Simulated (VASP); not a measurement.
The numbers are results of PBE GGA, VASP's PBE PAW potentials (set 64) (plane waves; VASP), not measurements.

A VASP calculation is set up with these files.

File POSCAR:
```
Co
1
    1.2679730000    -2.1792760000     0.0000000000
    1.2679730000     2.1792760000     0.0000000000
    0.0000000000     0.0000000000     3.9993650000
Co
2
Direct
  0.3333330000   0.6666670000   0.2500000000
  0.6940680000   0.3607340000   0.7500000000
```

**INCAR**
```
! general
SYSTEM  = Co
PREC    = Accurate
ENCUT   = 400
LREAL   = F   ! projection in real space or not
LASPH   = T

! electronic loop
EDIFF   = 1E-6   ! SCF stop (eV)
NELM    = 100   ! most electronic steps
ALGO    = Normal
LMAXMIX = 4   ! l cut-off of mixed one-centre charges

! smearing
ISMEAR  = 1
SIGMA   = 0.1

! functional
GGA     = PE   ! PBE

! spin
ISPIN   = 2
MAGMOM  = 3.8 3.8

! ions
ISIF    = 2   ! forces and stress, cell fixed

! output
LWAVE   = F
LCHARG  = F
LORBIT  = 10
```

File KPOINTS:
```
K-points
0
Gamma
15 15 8
0 0 0
```

POTCAR, in this order: Co (PBE.64 set). Program: vasp_std.

The resulting files:

OSZICAR:
```
       N       E                     dE             d eps       ncg     rms          rms(c)
DAV:   1     0.708178995379E+02    0.70818E+02   -0.72605E+03 39828   0.119E+03
DAV:   2    -0.125541516252E+02   -0.83372E+02   -0.76548E+02 38529   0.214E+02
DAV:   3    -0.148158978731E+02   -0.22617E+01   -0.22189E+01 43261   0.470E+01
DAV:   4    -0.148526476340E+02   -0.36750E-01   -0.36738E-01 52082   0.475E+00
DAV:   5    -0.148531400812E+02   -0.49245E-03   -0.49243E-03 45161   0.473E-01    0.182E+01
DAV:   6    -0.144245708854E+02    0.42857E+00   -0.96041E+00 40612   0.639E+01    0.631E+00
DAV:   7    -0.140917520019E+02    0.33282E+00   -0.14467E+00 43022   0.235E+01    0.361E+00
DAV:   8    -0.140708912253E+02    0.20861E-01   -0.22962E-02 52982   0.208E+00    0.152E+00
DAV:   9    -0.140594018414E+02    0.11489E-01   -0.42381E-03 59007   0.103E+00    0.591E-01
DAV:  10    -0.140574868355E+02    0.19150E-02   -0.60277E-04 50068   0.315E-01    0.687E-02
DAV:  11    -0.140575139871E+02   -0.27152E-04   -0.76492E-05 57791   0.139E-01    0.240E-02
DAV:  12    -0.140575108821E+02    0.31050E-05   -0.63608E-06 39929   0.251E-02    0.155E-02
DAV:  13    -0.140575104160E+02    0.46607E-06   -0.86701E-07 22376   0.126E-02
   1 F= -.14057510E+02 E0= -.14057510E+02  d E =-.249255E-05  mag=     3.2623
```

OUTCAR:
```
------------------------ aborting loop because EDIFF is reached ----------------------------------------
  FORCE on cell =-STRESS in cart. coord.  units (eV):
  Direction    XX          YY          ZZ          XY          YZ          ZX
  --------------------------------------------------------------------------------------
  Total       -0.9949521     -0.7563293     -0.0711609     -0.1599316      0.0000000      0.0000000
  in kB      -72.1222844    -54.8249486     -5.1583225    -11.5931563      0.0000000      0.0000000
  external PRESSURE =     -44.0351852 kB  Pullay stress =       0.0000000 kB
  volume of cell :       22.10
      direct lattice vectors                 reciprocal lattice vectors
     1.267973000 -2.179276000  0.000000000     0.394330163 -0.229433996  0.000000000
     1.267973000  2.179276000  0.000000000     0.394330163  0.229433996  0.000000000
     0.000000000  0.000000000  3.999365000     0.000000000  0.000000000  0.250039694
 POSITION                                       TOTAL-FORCE (eV/Angst)
 -----------------------------------------------------------------------------------
      1.26797      0.72643      0.99984         0.170525      0.013665      0.000000
      1.33746     -0.72643      2.99952        -0.170525     -0.013665      0.000000
 -----------------------------------------------------------------------------------
    total drift:                                0.000014      0.000007      0.000000
  FREE ENERGIE OF THE ION-ELECTRON SYSTEM (eV)
  ---------------------------------------------------
  free  energy   TOTEN  =       -14.0575104160 eV

  energy  without entropy=      -14.0575079234  energy(sigma->0) =      -14.05750959

 total charge

# of ion       s       p       d       tot
------------------------------------------
    1        0.482   0.506   7.249   8.237
    2        0.482   0.506   7.249   8.237
--------------------------------------------------
tot          0.965   1.011  14.497  16.473

 magnetization (x)

# of ion       s       p       d       tot
------------------------------------------
    1       -0.014  -0.054   1.722   1.654
    2       -0.014  -0.054   1.722   1.654
--------------------------------------------------
tot         -0.029  -0.107   3.445   3.309
```
(Selected blocks of OUTCAR.)

### OUTCAR
```
 val. band max:        9.9878192293   @ k =   0.0667  -0.2667  -0.2500

 cond. band min:       9.9879660160   @ k =   0.0667  -0.2667  -0.1250


 Fermi energy:         9.9878663102

 spin component 1

 k-point     1 :       0.0000    0.0000    0.0000
  band No.  band energies     occupation
      1       1.1985      1.00000
      2       4.9704      1.00000
      3       7.3779      1.00000
      4       7.4583      1.00000
      5       7.4707      1.00000
      6       7.7181      1.00000
      7       7.7917      1.00000
      8       7.9044      1.00000
      9       8.1023      1.00000
     10       9.0258      1.00000
     11       9.2575      1.00000
     12      10.1728     -0.01259
     13      16.4963      0.00000
     14      31.5016      0.00000
     15      33.6412      0.00000
     16      33.9138      0.00000
     17      34.3710      0.00000

 k-point     2 :       0.0667    0.0000    0.0000
  band No.  band energies     occupation
      1       1.3497      1.00000
      2       5.0596      1.00000
      3       7.2291      1.00000
      4       7.5233      1.00000
      5       7.5741      1.00000
      6       7.7601      1.00000
      7       7.8057      1.00000
      8       7.8395      1.00000
      9       8.0496      1.00000
     10       8.6818      1.00000
     11       9.0816      1.00000
     12      10.8951     -0.00000
     13      16.5242      0.00000
     14      30.0893      0.00000
     15      32.2235      0.00000
     16      32.4033      0.00000
     17      35.0470      0.00000

 k-point     3 :       0.0000    0.0667    0.0000
  band No.  band energies     occupation
      1       1.3493      1.00000
      2       5.0554      1.00000
      3       7.2612      1.00000
      4       7.4821      1.00000
      5       7.6076      1.00000
      6       7.6951      1.00000
      7       7.8507      1.00000
      8       7.8626      1.00000
      9       8.0178      1.00000
...
```

The compound is Co in the hcp structure. The cell was not relaxed at this level, atoms are displaced from their ideal sites. The run is one of a series of settings (MAGMOM = 3.8 3.8 against the base run), some of them coarse on purpose.
